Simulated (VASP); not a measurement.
Wanted: the native input for a VASP 6.6.1 run.

```
Task                   : single point
Functional             : PBE
Potentials or basis    : VASP PAW PBE potentials, release 64 (Sr_sv, Zr_sv, O)
Cutoff                 : 520 eV
k mesh                 : 8 × 8 × 3
Occupations            : gaussian, width 0.15 eV
Spin                   : no spin polarisation
Further INCAR settings : PREC = Normal; LREAL = Auto; ALGO = Fast; EDIFF = 1e-05
```

The structure of SrZr2O3 lies in POSCAR:

```
SrZr2O3
1.0
    3.3710250000      0.0000000000      0.0000000000
   -3.3710260000      5.8387880000      0.0000000000
    0.0000000000      0.0000000000      8.2506800000
Sr Zr O
2 4 6
Direct
    0.0000000000      0.0000000000      0.0000000000
    0.0000000000      0.5000000000      0.0000000000
    0.6666670000      0.1666665000      0.6466640000
    0.6666670000      0.6666665000      0.6466640000
    0.3333330000      0.3333335000      0.3533360000
    0.3333330000      0.8333335000      0.3533360000
    0.0000000000      0.0000000000      0.5000000000
    0.0000000000      0.5000000000      0.5000000000
    0.3333330000      0.3333335000      0.7988440000
    0.3333330000      0.8333335000      0.7988440000
    0.6666670000      0.1666665000      0.2011560000
    0.6666670000      0.6666665000      0.2011560000
```

The cell was built by a generator and needn't be a form met in nature.

The input as run:

INCAR

```
PREC = Normal
ENCUT = 520
EDIFF = 1E-5
ISMEAR = 0
SIGMA = 0.15
LREAL = Auto
LASPH = True
NELM = 80
ALGO = Fast
ISIF = 2
LWAVE = False
LCHARG = False
GGA = PE
```

KPOINTS

```
regular mesh
0
Gamma
  8 8 3
```

Potentials or basis: VASP PAW PBE potentials, release 64 (Sr_sv, Zr_sv, O).

Command:

```bash
$ cat potpaw_PBE.64/Sr_sv/POTCAR potpaw_PBE.64/Zr_sv/POTCAR potpaw_PBE.64/O/POTCAR > POTCAR
$ mpirun -np 1 vasp_std > vasp.out
```

Results of the run:

| Property | Result |
| --- | --- |
| Pressure | 0.0 GPa |
| Largest force | 0.052 eV/Å |
| Band gap on the k mesh | none (metal or under the smearing width) |

Run time: 26 min on 1 thread of Intel(R) Xeon(R) Platinum 8488C (Sapphire Rapids), with other jobs on the host, peak memory 0.48 GiB.
